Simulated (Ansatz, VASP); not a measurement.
# Si2MoAs4 (MoSi2As4 monolayer) in two plane-wave programs

One calculation is typed for both programs; each brings its own data sets. How far apart do they land? The structure shown is the start of the Ansatz relaxation below; VASP solves that cell, so the two are compared at the walk's first step.

Main program and level: Ansatz 0.2.0; plane waves, with VASP 6.6.1 beside it; single point at PBE with D3(BJ).

### 1. Set-up

The cell holds 7 atoms: 4 As, 2 Si and 1 Mo. Cell: a = 3.630 Å, b = 3.630 Å, c = 48.810 Å, α = 90.0°, β = 90.0°, γ = 120.0°. Vacuum lies along c.

Coordinates:

```cif
data_structure
_symmetry_space_group_name_H-M 'P 1'
_symmetry_Int_Tables_number 1
_cell_length_a 3.6300
_cell_length_b 3.6300
_cell_length_c 48.8103
_cell_angle_alpha 90.000
_cell_angle_beta 90.000
_cell_angle_gamma 120.000
_cell_volume 557.00
loop_
_atom_site_label
_atom_site_type_symbol
_atom_site_fract_x
_atom_site_fract_y
_atom_site_fract_z
_atom_site_occupancy
As1 As 0.00000 0.00000 0.40873 1
As2 As 0.33333 0.66667 0.47002 1
As3 As 0.33333 0.66667 0.52998 1
As4 As 0.00000 0.00000 0.59127 1
Si5 Si 0.33333 0.66667 0.42434 1
Si6 Si 0.33333 0.66667 0.57566 1
Mo7 Mo 0.00000 0.00000 0.50000 1
```

### 2. Ansatz: relaxation, PBE with D3(BJ)

Ansatz runs on its PAW soft_1 files.

The two programs are compared at the cell with which this relaxation starts, whose forces are those of its first step.

File input.yaml:

```yaml
crystal:
  lattice:
    - [3.63, 0.0, 0.0]
    - [-1.815, 3.1436722157, 0.0]
    - [0.0, 0.0, 48.8102614466]
  atoms:
    - { symbol: As, position: [0.0, 0.0, 0.4087255304] }
    - { symbol: Si, position: [0.3333333333, 0.6666666667, 0.4243364103] }
    - { symbol: As, position: [0.3333333333, 0.6666666667, 0.4700235247] }
    - { symbol: Mo, position: [0.0, 0.0, 0.5] }
    - { symbol: As, position: [0.3333333333, 0.6666666667, 0.5299764753] }
    - { symbol: Si, position: [0.3333333333, 0.6666666667, 0.5756635897] }
    - { symbol: As, position: [0.0, 0.0, 0.5912744696] }
  periodic: [true, true, false]
kpoints:
  mp_grid: { grid: [12, 12, 1] }
hamiltonian:
  xc: pbe
  dispersion: d3bj
  pseudopotentials: { kind: paw, azcp: { folder: soft_1 } }
scf:
  occupations: { method: fermi_dirac, width: 0.05 }
  convergence: { dr2_threshold: 1.0e-09 }
relax:
  f_tol: 0.004
  max_steps: 90
  cell: {}
output:
  write_potential: true
  write_density: true
  volumetric_format: npy
```

Run with:

```
$ ansatz run input.yaml --threads 4 --pin off --max-ram 6144MiB --backend cpu --events-out ev --progress --plain --runs-dir out
```

Numbers of over 12 decimals in the logs are rounded to 6 here.

Output:

```text
Warning: relax.cell: scf.convergence.dr2_threshold = 1e-9 eV is looser than the 1.95750542045e-10 eV advised for a relaxation that steers and ends on the stress (1e-10 eV for each atom of the cell: 7, times the square of relax.cell.stress_2d_tol = 0.05 N/m over 18.9 Å (the atoms' height at the walk's start and 5 Å past either face), 2.644e-2 GPa, over a crystal's default 0.05). What an SCF threshold leaves in a stress goes as its square root, and in the free energy as the threshold itself, and one threshold admits the most on a small cell: [figures from the program's tests cut] Set scf.convergence.dr2_threshold to 1.95750542045e-10 eV or tighter. [rest of the remark cut]
Engine: ansatz 0.2.0, aarch64-unknown-linux-gnu
Pseudopotentials: kind: paw
Pseudopotential: As, paw, valence charge 15, recommended cutoff 420 eV (normal), soft_1/As.paw.azcp
Pseudopotential: Si, paw, valence charge 4, recommended cutoff 420 eV (normal), soft_1/Si.paw.azcp
Pseudopotential: Mo, paw, valence charge 14, recommended cutoff 420 eV (normal), soft_1/Mo.paw.azcp
Functional definition: PBE
  parameter kappa = 0.804
  parameter beta = 0.066725
  exchange = pbe_x(kappa = kappa, mu = beta*pi^2/3)
  correlation = pbe_c(beta = beta)
Crystal: 7 atoms, lattice volume = 557.000 Å³
Basis set: ecut = 420 eV, 10735 PW (Γ), exchange–correlation on 50×50×720 points (8 copies of the dense FFT grid, shifted against one another)
Bands: 50, of which v1, the nominal top of the filled ones, is band 41 counted from 1 (40 counted from 0)
Symmetry: 12 space group operations
Space group: P-6m2 (ITA 187), of the structure as read, at distance tolerance 8.2e-5 Å
k-points: 19 of 144 (time reversal used)
Non-local potential: As, projectors of the file, l = 0: 2, l = 1: 2, l = 2: 3, l = 3: 1
Non-local potential: Si, projectors of the file, l = 0: 2, l = 1: 2, l = 2: 1
Non-local potential: Mo, projectors of the file, l = 0: 3, l = 1: 2, l = 2: 2, l = 3: 1
PAW form: soft (Blöchl's): semilocal exchange-correlation on the pseudo side does not see the compensation charge
PAW one-centre angular grid: As, 590 points (default); XC on 64 Gauss nodes
PAW one-centre angular grid: Si, 110 points (default); XC on 64 Gauss nodes
PAW one-centre angular grid: Mo, 590 points (default); XC on 64 Gauss nodes
Initial density: superposition of atomic densities (neutral atoms: chi_scale 0, normalization atom)
Initial wavefunctions: pseudopotential atomic-orbital guess
Functional: x = pbe(κ = 0.804, μ = 0.219515), c = pbe(β = 0.066725)
SCF iter   1: F=—  HF=-25655.567925 eV  |F-HF|=—  |Δ(HF+E_count)|=         —  Δρ=2.90e-2  dr2=6.16e0  ethr=3.10e-3  ⟨swp⟩=15.4  Hψ=5779  notcnv=0
preconditioner: auto → Resta (q_TF=auto, 1.983 Å⁻¹)  ε∞=2.1  [insulator: Δε(μ)=0.593 eV  Ē_g=8.782 eV  σ=0.050 eV  W_gap=0.99  n_scr=30 (ndim 8)  ℏωp=9.2 eV  f_vac=0.733  D(μ)=0.01/eV (n_scr^D=0)  ε∞_Penn≈2.1  vacuum switching on, ρ_ref=5.6e-3 e/Å³]
SCF iter   2: F=—  HF=-25654.950779 eV  |F-HF|=—  |Δ(HF+E_count)|=   6.17e-1  Δρ=2.06e-2  dr2=6.73e0  ethr=3.10e-3  ⟨swp⟩=4.2  Hψ=2528  notcnv=0  defer=41
preconditioner: auto → LDOS  [insulator: Δε(μ)=0.204 eV  Ē_g=8.399 eV  σ=0.050 eV  W_gap=0.74  n_scr=30 (ndim 8)  ℏωp=9.2 eV  f_vac=0.735  D(μ)=0.85/eV (n_scr^D=8)  ε∞_Penn≈2.2  β→1.0]
SCF iter   3: F=—  HF=-25654.297359 eV  |F-HF|=—  |Δ(HF+E_count)|=   6.53e-1  Δρ=7.74e-3  dr2=8.79e-1  ethr=3.10e-3  ⟨swp⟩=4.2  Hψ=1810  notcnv=0  defer=42
SCF iter   4: F=—  HF=-25654.208861 eV  |F-HF|=—  |Δ(HF+E_count)|=   8.85e-2  Δρ=3.06e-3  dr2=1.06e-1  ethr=1.07e-3  ⟨swp⟩=4.1  Hψ=1829  notcnv=0  defer=41
SCF iter   5: F=—  HF=-25654.183554 eV  |F-HF|=—  |Δ(HF+E_count)|=   2.53e-2  Δρ=7.52e-4  dr2=1.36e-2  ethr=1.29e-4  ⟨swp⟩=3.8  Hψ=1779  notcnv=0  defer=41
SCF iter   6: F=—  HF=-25654.181542 eV  |F-HF|=—  |Δ(HF+E_count)|=   2.01e-3  Δρ=3.39e-4  dr2=3.93e-4  ethr=1.65e-5  ⟨swp⟩=3.0  Hψ=1555  notcnv=0  defer=41
SCF iter   7: F=—  HF=-25654.181760 eV  |F-HF|=—  |Δ(HF+E_count)|=   2.18e-4  Δρ=9.40e-5  dr2=4.68e-5  ethr=4.80e-7  ⟨swp⟩=4.3  Hψ=2479  notcnv=0  defer=41
SCF iter   8: F=—  HF=-25654.181722 eV  |F-HF|=—  |Δ(HF+E_count)|=   3.84e-5  Δρ=2.44e-5  dr2=4.34e-6  ethr=5.70e-8  ⟨swp⟩=2.3  Hψ=1723  notcnv=0  defer=41
SCF iter   9: F=—  HF=-25654.181754 eV  |F-HF|=—  |Δ(HF+E_count)|=   3.22e-5  Δρ=4.37e-6  dr2=1.30e-7  ethr=5.29e-9  ⟨swp⟩=3.3  Hψ=1700  notcnv=0  defer=41
[...]
iter 1 solved again at ethr=1.56e-9 eV; its pass at ethr=3.10e-3 eV (dr2=1.28e-6 eV) is discarded
[...]
SCF iter   4: F=—  HF=-25655.592436 eV  |F-HF|=—  |Δ(HF+E_count)|=   1.72e-8  Δρ=1.21e-6  dr2=2.10e-8  ethr=3.15e-10  ⟨swp⟩=2.6  Hψ=1288  notcnv=0
SCF iter   5: F=—  HF=-25655.592436 eV  |F-HF|=—  |Δ(HF+E_count)|=   3.43e-9  Δρ=4.86e-7  dr2=1.53e-9  ethr=2.56e-11  ⟨swp⟩=3.1  Hψ=1412  notcnv=0
SCF iter   6: F=-25655.592436 eV  HF=-25655.592436 eV  |F-HF|=4.73e-11  |Δ(HF+E_count)|=  3.27e-11  Δρ=1.71e-7  dr2=1.38e-10  ethr=1.22e-12  ⟨swp⟩=12.4  Hψ=6946  notcnv=0
SCF 8 converged in 6 iterations: F = -25655.592436 eV  dr2 = 1.38e-10
relax step   8: F+E_penalty+E_count = -25655.59243572 eV  Δ(F+E_penalty+E_count) = -9.750e-7 eV  max|allowed force component| = 7.742e-4 eV/Å  Δτ_max = 0.0003 Å  P = -0.050 N/m  Ω = 535.528 Å³  fix = [c, alpha, beta]  reactions: c -0.000 N/m  (6 SCF iters, accepted)
iter 1 solved again at ethr=3.09e-6 eV; its pass at ethr=3.10e-3 eV (dr2=2.53e-3 eV) is discarded
SCF iter   1: F=—  HF=-25655.592469 eV  |F-HF|=—  |Δ(HF+E_count)|=         —  Δρ=3.62e-6  dr2=5.01e-8  ethr=3.09e-6  ⟨swp⟩=5.5  Hψ=8835  notcnv=0
eigensolver tolerance schedule: the retry pair's looser diagonalisation over-reported the residual by 50507.34 of it (diagonalisation noise at an unbounded share of the residual, at the tolerance the schedule requests for it); recorded, not acted on — ethr = c·dr2/N_el stays at c = 1.0e-1
SCF iter   2: F=—  HF=-25655.592436 eV  |F-HF|=—  |Δ(HF+E_count)|=   3.34e-5  Δρ=1.96e-6  dr2=4.73e-8  ethr=6.11e-11  ⟨swp⟩=6.8  Hψ=4081  notcnv=0
SCF iter   3: F=—  HF=-25655.592436 eV  |F-HF|=—  |Δ(HF+E_count)|=   5.63e-9  Δρ=1.36e-6  dr2=8.95e-9  ethr=5.77e-11  ⟨swp⟩=2.0  Hψ=1022  notcnv=0
SCF iter   4: F=—  HF=-25655.592436 eV  |F-HF|=—  |Δ(HF+E_count)|=  6.66e-10  Δρ=1.04e-6  dr2=4.55e-9  ethr=1.09e-11  ⟨swp⟩=2.3  Hψ=1215  notcnv=0
SCF iter   5: F=—  HF=-25655.592436 eV  |F-HF|=—  |Δ(HF+E_count)|=  6.98e-10  Δρ=7.08e-7  dr2=1.99e-9  ethr=5.54e-12  ⟨swp⟩=1.8  Hψ=1090  notcnv=0
SCF iter   6: F=-25655.592436 eV  HF=-25655.592436 eV  |F-HF|=3.57e-10  |Δ(HF+E_count)|=  4.73e-10  Δρ=2.88e-7  dr2=2.93e-10  ethr=1.22e-12  ⟨swp⟩=16.3  Hψ=7298  notcnv=0
SCF 9 converged in 6 iterations: F = -25655.592436 eV  dr2 = 2.93e-10
relax step   9: F+E_penalty+E_count = -25655.59243572 eV  Δ(F+E_penalty+E_count) = -2.656e-10 eV  max|allowed force component| = 7.774e-4 eV/Å  Δτ_max = 0.0000 Å  P = -0.050 N/m  Ω = 535.528 Å³  fix = [c, alpha, beta]  reactions: c -0.000 N/m  stress off target by 4.96e-2 N/m on what of the cell is left free  SCF on the basis re-selected at this cell (its energy is not comparable with the rows above)  (6 SCF iters)
basis re-selected at this cell: Δ(F+E_penalty+E_count) = -2.656e-10 eV, ΔP = -0.000 N/m vs the last step (what re-selecting the basis moved, of the pressure what is left beyond the Pulay correction that the steps carried, after the strain that the cell walked since its last selection, with what the two solves' SCF thresholds leave and, on support functions, any second-order correction that the steps lacked; it is no  [...]
SCF converged after 6 iterations
Free energy (F): -25655.592436 eV
Harris-Foulkes:  -25655.592436 eV  (|F-HF|=3.57e-10)
Internal energy: -25655.592425 eV  (E = F + TS)
E sigma→0 (E₀):  -25655.592431 eV
Entropy (-TS):   -0.000010 eV (-0.001 meV/atom)
Fermi energy:    -4.541927 eV
--- Per-component energies (eV) ---
  E_band       = -2312.752366
  E_kinetic    = 895.808418
  E_local      = -470068.978233  (includes V_loc(G=0)·N_el)
  E_nonlocal   = -1377.078897
  E_hartree    = 234731.130101
  E_xc         = -571.587166
  E_vxc        = -611.330897  (∫ρ·V_xc dr)
  E_paw        = -12289.669928  (= ΣΔE_a)
  E_vpaw       = -613.429547  (= ΣTr[D̂ρ^β])
  E_aug_tail   = 0.000088  (compensation charges beyond the density's cutoff)
  E_ewald      = 223027.334730
  E_disp       = -2.551540  (pairwise vdW)
  E_smearing   = -0.000010  (= −TS)
  E_closure    = 0.000000  (closes the sum)
  Σ components = -25655.592436   (vs F -25655.592436, Δ=0.00e0)
--- Forces (eV/Å), atoms counted from 1 ---
  atom   1  As     0.00000000     0.00000000     0.00063808
  atom   2  Si     0.00000000    -0.00000000    -0.00077736
  atom   3  As     0.00000000     0.00000000     0.00064011
  atom   4  Mo     0.00000000     0.00000000     0.00000000
  atom   5  As     0.00000000     0.00000000    -0.00064011
  atom   6  Si     0.00000000    -0.00000000     0.00077736
  atom   7  As     0.00000000     0.00000000    -0.00063808
  max |Σ_I F_I| component: 2.80e-17 eV/Å
--- 2D stress c σ (N/m, compression-positive) ---
       -0.049587       0.000000       0.000000
        0.000000      -0.049587       0.000000
        0.000000       0.000000       0.000000
  P = ½ c Tr σ = -0.0496 N/m
--- Band table (eV; the first three rows and the last of 19) ---
  k-point 0: bands = [... 37 lower, -5.3291, -5.2775, -5.2775, -5.1358, -2.0964, -2.0964, -1.9887, -1.9692, ... 5 higher]
  k-point 1: bands = [... 37 lower, -5.6764, -5.5358, -5.4710, -5.1267, -2.4392, -2.3098, -1.9309, -1.8237, ... 5 higher]
  k-point 2: bands = [... 37 lower, -5.9781, -5.8899, -5.8326, -5.2800, -2.9092, -2.8912, -2.0146, -1.7936, ... 5 higher]
  k-point 18: bands = [... 37 lower, -7.5830, -6.5252, -5.7994, -4.9553, -4.1123, -3.7786, -3.3617, -2.8033, ... 5 higher]
  the weakly bound empty levels are not read free of the cell's end (no_gap_told)
--- Relaxed structure (7 steps of the walk, 7 accepted, 2 SCFs on fresh bases) ---
  F+E_penalty+E_count = -25655.59243572 eV   max|allowed force component| = 7.774e-4 eV/Å   (the final SCF, on the basis selected at the relaxed cell)
  cell:  # Å, volume = 535.5280 Å³
    - [3.559346, 0, 0.0]
    - [-1.779673, 3.082484, 0.0]
    - [0.0, 0.0, 48.8102614466]
  atoms:
    - { symbol: As, position: [1.057355261855499e-17, -5.1357255561990634e-17, 0.398120] }
    - { symbol: Si, position: [0.333333, 0.666667, 0.421279] }
    - { symbol: As, position: [0.333333, 0.666667, 0.469255] }
    - { symbol: Mo, position: [1.0573552618554996e-17, -5.1357255561990634e-17, 0.500000] }
    - { symbol: As, position: [0.333333, 0.666667, 0.530745] }
    - { symbol: Si, position: [0.333333, 0.666667, 0.578721] }
    - { symbol: As, position: [1.057355261855499e-17, -5.1357255561990634e-17, 0.601880] }
```

Reading the cycles: dr2 is the Hartree energy of the density residual (eV), the measure of convergence; HF is the Harris–Foulkes estimate of the energy, which meets the free energy F at convergence.

(Part 1 of 2 ends here.)

[Lines on the potential files, build, host, timing and source positions are cut from VASP's logs without a mark.]

[Logs are printed without paths, hosts, clocks, repeated set-up lines and the standing remarks that a program may print on its own settings, such as how far it seeks lower states.]

[Hosts, paths, dates, database ids (printed as entryN), source tags and the programs' standing remarks are cut or masked in the printed files.]
